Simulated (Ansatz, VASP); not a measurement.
# Cross-check of ZnS (Wurtzite-2H) between VASP and Ansatz, part 3 of 3

Wanted: the spread between two codes on one cell, functional and k mesh. The cell is taken from a series of runs on this material, whose earlier steps may have relaxed, scaled, displaced or heated it; both programs get it as it stands.

VASP 6.6.1 and Ansatz 0.2.0.

So far: The structure; VASP: zone-centre phonons, LDA.

## 3. Ansatz: zone-centre phonons, LDA

Level of this step: Ansatz beside VASP: Kohn-Sham DFT, plane waves, LDA (Ansatz).

Ansatz runs on its PAW soft_1 files.

The same cell, functional (in two slightly different forms) and mesh now go to Ansatz, which takes its cutoff from its data sets.

The input, input.yaml:

```yaml
crystal:
  lattice:
    - [3.6260131719, 0.0, 0.0]
    - [-1.813006586, 3.1402195213, 0.0]
    - [0.0, 0.0, 6.2617666743]
  atoms:
    - { symbol: S, position: [0.3333333333, 0.6666666667, 0.3743805585] }
    - { symbol: S, position: [0.6666666667, 0.3333333333, 0.8743805585] }
    - { symbol: Zn, position: [0.3333333333, 0.6666666667, 0.0106194415] }
    - { symbol: Zn, position: [0.6666666667, 0.3333333333, 0.5106194415] }
kpoints:
  mp_grid: { grid: [12, 12, 8] }
hamiltonian:
  xc: lda
  pseudopotentials: { kind: paw, azcp: { folder: soft_1 }, xc_functional: pbe }
scf:
  occupations: { method: fixed }
output:
  eigenvalues: true
phonons:
  method: dfpt
  dielectric: true
  rigid_motions: translations
```

Launch:

```sh
> ansatz run input.yaml --threads 8 --pin off --max-ram 16384MiB --backend cpu --events-out ev --progress --plain --runs-dir out
```

Numbers of over 12 decimals in the logs are rounded to 6 here.

Output:

```text
Engine: ansatz 0.2.0, x86_64-unknown-linux-gnu
Pseudopotentials: kind: paw
Pseudopotential: S, paw, valence charge 6, recommended cutoff 420 eV (normal), soft_1/S.paw.azcp
Pseudopotential: Zn, paw, valence charge 12, recommended cutoff 420 eV (normal), soft_1/Zn.paw.azcp
Functional definition: SPW92
  exchange = slater_x
  correlation = pw_c
Crystal: 4 atoms, lattice volume = 71.299 Å³
Basis set: ecut = 420 eV, 1377 PW (Γ), exchange–correlation on 50×50×96 points (8 copies of the dense FFT grid, shifted against one another)
Bands: 22, of which v1, the nominal top of the filled ones, is band 18 counted from 1 (17 counted from 0)
Symmetry: 12 space group operations
k-points: 320 of 1152 (irreducible under 2 space group operations, time reversal used)
Non-local potential: S, projectors of the file, l = 0: 2, l = 1: 2, l = 2: 1
Non-local potential: Zn, projectors of the file, l = 0: 2, l = 1: 2, l = 2: 3, l = 3: 1
PAW form: soft (Blöchl's): semilocal exchange-correlation on the pseudo side does not see the compensation charge
PAW frozen core: S, regenerated for the run's functional, and the local potential with it (the file was generated under x = pbe(κ = 0.804, μ = 0.219515), c = pbe(β = 0.066725))
PAW frozen core: Zn, regenerated for the run's functional, and the local potential with it (the file was generated under x = pbe(κ = 0.804, μ = 0.219515), c = pbe(β = 0.066725))
PAW one-centre angular grid: S, 110 points (default); XC on 64 Gauss nodes
PAW one-centre angular grid: Zn, 590 points (default); XC on 64 Gauss nodes
Initial density: superposition of atomic densities (chi_scale 0.1, normalization cell, long waves kept (reshape's long-wave potential 0.00 eV rms))
Initial wavefunctions: pseudopotential atomic-orbital guess
Functional: x = slater, c = lda
SCF iter   1: F=—  HF=-8235.015659 eV  |F-HF|=—  |Δ(HF+E_count)|=         —  Δρ=3.85e-2  dr2=6.93e-1  ethr=3.10e-3  ⟨swp⟩=5.0  Hψ=34828  notcnv=0  defer=596
preconditioner: auto → Resta (q_TF=auto, 2.435 Å⁻¹)  ε∞=6.4  [insulator: Δε(μ)=2.422 eV  Ē_g=11.355 eV  n_scr=22 (ndim 8)  ℏωp=26.4 eV  f_vac=0.000  ε∞_Penn≈6.4]
SCF iter   2: F=—  HF=-8234.851145 eV  |F-HF|=—  |Δ(HF+E_count)|=   1.65e-1  Δρ=1.67e-2  dr2=1.63e-1  ethr=1.92e-3  ⟨swp⟩=3.0  Hψ=15137  notcnv=0  defer=632
SCF iter   3: F=—  HF=-8234.817580 eV  |F-HF|=—  |Δ(HF+E_count)|=   3.36e-2  Δρ=1.08e-2  dr2=5.47e-2  ethr=4.53e-4  ⟨swp⟩=2.0  Hψ=12818  notcnv=0  defer=634
SCF iter   4: F=—  HF=-8234.797669 eV  |F-HF|=—  |Δ(HF+E_count)|=   1.99e-2  Δρ=3.07e-3  dr2=4.30e-3  ethr=1.52e-4  ⟨swp⟩=2.0  Hψ=15363  notcnv=0  defer=637
SCF iter   5: F=—  HF=-8234.797812 eV  |F-HF|=—  |Δ(HF+E_count)|=   1.43e-4  Δρ=5.41e-4  dr2=2.01e-4  ethr=1.19e-5  ⟨swp⟩=2.0  Hψ=12302  notcnv=0  defer=637
SCF iter   6: F=—  HF=-8234.797874 eV  |F-HF|=—  |Δ(HF+E_count)|=   6.27e-5  Δρ=2.31e-4  dr2=3.09e-5  ethr=5.59e-7  ⟨swp⟩=2.9  Hψ=12422  notcnv=0  defer=621
SCF iter   7: F=—  HF=-8234.797881 eV  |F-HF|=—  |Δ(HF+E_count)|=   7.04e-6  Δρ=5.15e-5  dr2=9.49e-7  ethr=8.58e-8  ⟨swp⟩=2.6  Hψ=12528  notcnv=0  defer=1
SCF iter   8: F=—  HF=-8234.797883 eV  |F-HF|=—  |Δ(HF+E_count)|=   1.43e-6  Δρ=1.52e-5  dr2=9.69e-8  ethr=2.64e-9  ⟨swp⟩=2.7  Hψ=13554  notcnv=0  defer=1
SCF iter   9: F=—  HF=-8234.797883 eV  |F-HF|=—  |Δ(HF+E_count)|=   3.01e-8  Δρ=1.54e-6  dr2=2.25e-9  ethr=2.69e-10  ⟨swp⟩=2.2  Hψ=12338  notcnv=0  defer=1
SCF iter  10: F=-8234.797883 eV  HF=-8234.797883 eV  |F-HF|=7.28e-12  |Δ(HF+E_count)|=  5.38e-10  Δρ=2.79e-7  dr2=6.38e-11  ethr=1.00e-12  ⟨swp⟩=8.3  Hψ=58854  notcnv=0
SCF 1 converged in 10 iterations: F = -8234.797883 eV  dr2 = 6.38e-11
  greatest PAW one-centre occupation: 0.983 electrons in one spin orbital (limit 2), on the Zn atom at site 3 (counted from 0), in its partial waves of l = 2
DFPT response loops at Γ: preconditioner auto → Resta (q_TF=auto, 2.435 Å⁻¹)  ε∞=5.3 (no band partly filled); β = 1.00, the filter's whole step (`scf.mixing.beta` (0.50) is not read by the response loops at its default; to damp them type it under 1.00, their step now; it binds the ground state too); Broyden in place of MSR1
── the response to a field inside a basis, on 12×12×8 k-points: an SCF that follows is theirs, and a resumed run solves both again ──
Bands: 19, of which v1, the nominal top of the filled ones, is band 18 counted from 1 (17 counted from 0)
k-points: 168 of 1152 (irreducible under 4 space group operations, time reversal used)
Initial density: handed on by an earlier stage of this run
Initial wavefunctions: pseudopotential atomic-orbital guess (no wavefunctions were taken with the density)
Eigensolver: Dense (168 Hₖ)
SCF iter   1: F=—  HF=-8234.794983 eV  |F-HF|=—  |Δ(HF+E_count)|=         —  Δρ=1.65e-4  dr2=3.22e-6  ethr=1.00e-1
preconditioner: auto → Resta (q_TF=auto, 2.435 Å⁻¹)  ε∞=8.3  [insulator: Δε(μ)=2.376 eV  Ē_g=9.799 eV  n_scr=22 (ndim 8)  ℏωp=26.4 eV  f_vac=0.017  ε∞_Penn≈8.3]
SCF iter   2: F=—  HF=-8234.794984 eV  |F-HF|=—  |Δ(HF+E_count)|=   9.83e-7  Δρ=1.38e-4  dr2=5.00e-6  ethr=8.95e-9
SCF iter   3: F=—  HF=-8234.794984 eV  |F-HF|=—  |Δ(HF+E_count)|=   3.40e-8  Δρ=3.08e-5  dr2=1.06e-7  ethr=8.95e-9
SCF iter   4: F=-8234.794983 eV  HF=-8234.794983 eV  |F-HF|=2.52e-8  |Δ(HF+E_count)|=   3.55e-7  Δρ=6.99e-6  dr2=7.85e-9  ethr=2.94e-10
SCF 1 converged in 4 iterations: F = -8234.794983 eV  dr2 = 7.85e-9
DFPT response loops at Γ: preconditioner auto → Resta (q_TF=auto, 2.435 Å⁻¹)  ε∞=5.0 (no band partly filled); β = 1.00, the filter's whole step (`scf.mixing.beta` (0.50) is not read by the response loops at its default; to damp them type it under 1.00, their step now; it binds the ground state too); Broyden in place of MSR1
SCF converged after 10 iterations
Free energy (F): -8234.797883 eV
Harris-Foulkes:  -8234.797883 eV  (|F-HF|=7.28e-12)
Internal energy: -8234.797883 eV  (E = F + TS)
E sigma→0 (E₀):  -8234.797883 eV
Fermi energy:    7.013828 eV
--- Per-component energies (eV) ---
  E_band       = 32.186630
  E_kinetic    = 514.589723
  E_local      = -4413.836566  (includes V_loc(G=0)·N_el)
  E_nonlocal   = 1714.663267
  E_hartree    = 1677.177203
  E_xc         = -334.944251
  E_vxc        = -273.048867  (∫ρ·V_xc dr)
  E_paw        = -4803.770043  (= ΣΔE_a)
  E_vpaw       = -864.535007  (= ΣTr[D̂ρ^β])
  E_aug_tail   = -0.000501  (compensation charges beyond the density's cutoff)
  E_ewald      = -2592.097398
  E_core_change = 3.420682  (= ΣΔE_core)
  E_smearing   = -0.000000  (= −TS)
  E_closure    = 0.000000  (closes the sum)
  Σ components = -8234.797883   (vs F -8234.797883, Δ=0.00e0)
--- Band table (eV; the first three rows and the last of 320) ---
  k-point 0: bands = [... 14 lower, 6.0515, 6.5765, 7.0138, 7.0138, 9.1458, 10.4690, 12.8118, 13.2376]
  k-point 1: bands = [... 14 lower, 6.0847, 6.1712, 6.9729, 6.9729, 9.5168, 10.4992, 12.7511, 13.2645]
  k-point 2: bands = [... 14 lower, 6.1802, 6.1802, 6.8584, 6.8584, 10.2087, 10.5854, 12.6732, 13.3502]
  k-point 319: bands = [... 14 lower, 3.9874, 3.9874, 4.9503, 4.9503, 11.0188, 11.0188, 13.1051, 13.1051]
--- Phonons (Γ-DFPT): 4 representative perturbations + reference, on 320 of 1152 k-points (Σ response iterations 14) ---
  k mesh reduced under 2 symmetry operations, with k and −k counted as one. Each operation leaves every solved perturbation unchanged. A smaller set is not considered because the run solves the response to a homogeneous field
  ASR residual: 1.587e-4 → 0.000e0 eV/Å²; symmetrization residual: 5.670e-6 eV/Å²
  ASR residual per site (eV/Å²): 1.59e-4 1.59e-4 9.56e-5 9.56e-5
  Γ frequencies (cm⁻¹): 0.00 0.00 0.00 68.97 68.97 214.59 311.13 312.21 312.21 316.83 316.83 360.60
  ε∞ (high-frequency dielectric tensor):
        6.028703     0.000000     0.000000
       -0.000000     6.028703    -0.000000
       -0.000000     0.000000     6.441466
  ε⁰ (static dielectric tensor: ions relaxed, cell fixed):
        8.031387     0.000000     0.000000
       -0.000000     8.031387     0.000000
        0.000000     0.000000     8.944937
  ε⁰ − ε∞ (ionic part):
        2.002684     0.000000     0.000000
        0.000000     2.002684     0.000000
        0.000000     0.000000     2.503472
  softest optical mode at Γ: 68.97 cm⁻¹; the repairs (sum rule, projections) moved no ω² at Γ by more than (1.39 cm⁻¹)²
  Born effective charges Z* (e; rows j = field, columns β = displacement):
    site 0:
        -1.74421   -0.00000    0.00000
        -0.00000   -1.74421   -0.00000
        -0.00000   -0.00000   -1.94342
    site 1:
        -1.74421   -0.00000    0.00000
         0.00000   -1.74421    0.00000
         0.00000   -0.00000   -1.94342
    site 2:
         1.74421    0.00000   -0.00000
         0.00000    1.74421    0.00000
        -0.00000    0.00000    1.94342
    site 3:
         1.74421    0.00000   -0.00000
         0.00000    1.74421   -0.00000
         0.00000   -0.00000    1.94342
  Z* charge neutrality: 1.415e-3 e pre-enforcement
  solved inside a basis spanned on kpoints, on 12×12×8 k-points, its susceptibility summed on 16×16×8: ε∞ is read to err by 2.1e-2, Z* by 1.3e-2 e (field_mesh: kpoints solves on kpoints); Z* is corrected for what the basis lacks
  optical modes at Γ without the LO–TO term, one row a degenerate level:
      ω (cm⁻¹)  modes    IR ((D/Å)²/amu)
         68.97      2             0.0000
        214.59      1             0.0000
        311.13      1             8.1013
[...]
optical modes at Γ + LO–TO along q̂ = [1.0000, 0.0000, 0.0000]:
      ω (cm⁻¹)  modes    IR ((D/Å)²/amu)
[...]
optical modes at Γ + LO–TO along q̂ = [0.0000, 1.0000, 0.0000]:
      ω (cm⁻¹)  modes    IR ((D/Å)²/amu)
[...]
360.35      1             6.5256
        360.60      1             0.0000
  optical modes at Γ + LO–TO along q̂ = [0.0000, 0.0000, 1.0000]:
      ω (cm⁻¹)  modes    IR ((D/Å)²/amu)
         68.97      2             0.0000
        214.59      1             0.0000
        312.21      2            13.0512
        316.83      2             0.0000
        360.60      1             0.0000
        366.64      1             8.1013
```

In the SCF lines HF is the Harris–Foulkes energy and dr2 the Hartree energy of the density residual, in eV; the loop may stop once dr2 is under the threshold and the program's other checks hold. Hψ counts applications of the Hamiltonian.

## 4. Comparison

Known differences besides the potentials themselves: the two LDA forms differ slightly; fixed occupations in Ansatz, narrow Gaussian smearing in VASP; VASP's response is taken on the typed mesh, Ansatz refines its own for the field response alone; the cutoff is 420 eV in Ansatz and 500 eV in VASP; VASP's log shows a relativistic correction to its local exchange, Ansatz's none. Total energies have different zeros and are not compared.

Both answers:

```csv
quantity,Ansatz,VASP,difference
ε∞ xx,6.03,5.98,+0.77 %
ε∞ yy,6.03,5.98,+0.77 %
ε∞ zz,6.44,6.38,+0.89 %
Born charge of S1 (mean of the diagonal) (e),-1.81,-1.82,+0.01
Born charge of Zn3 (mean of the diagonal) (e),1.81,1.82,-0.01
optical mode 1 to 2 (cm⁻¹),69.0,68.5,+0.65 %
optical mode 3 (cm⁻¹),214.6,214.8,-0.08 %
optical mode 4 (cm⁻¹),311.1,312.8,-0.54 %
optical mode 5 to 6 (cm⁻¹),312.2,313.9,-0.52 %
optical mode 7 to 8 (cm⁻¹),316.8,318.4,-0.51 %
optical mode 9 (cm⁻¹),360.6,361.9,-0.37 %
```

Modes are paired by rising frequency, not by their patterns, so a pair may set unlike modes beside each other; they are those without the splitting of longitudinal modes.

## 5. What came out

```
r.m.s. difference of the optical zone-centre modes, each program's sorted by frequency (zone-centre phonons, LDA) : 1.3 cm⁻¹
difference in ε∞ zz (zone-centre phonons, LDA)                                                                    : +0.9 %
```

In words: The r.m.s. difference of the optical zone-centre modes, each program's sorted by frequency is 1.3 cm⁻¹ (zone-centre phonons, LDA). Among the rows given in per cent, the largest difference of the zone-centre phonons, LDA pair is in ε∞ zz, +0.9 %. Such differences can come from data sets, numerical settings and the points named under the comparisons, not from the functional's error against experiment.

[Lines on the potential files, build, host, timing and source positions are cut from VASP's logs without a mark.]

[Logs are printed without paths, hosts, clocks, repeated set-up lines and the standing remarks that a program may print on its own settings, such as how far it seeks lower states.]

[Hosts, paths, dates, database ids (printed as entryN), source tags and the programs' standing remarks are cut or masked in the printed files.]
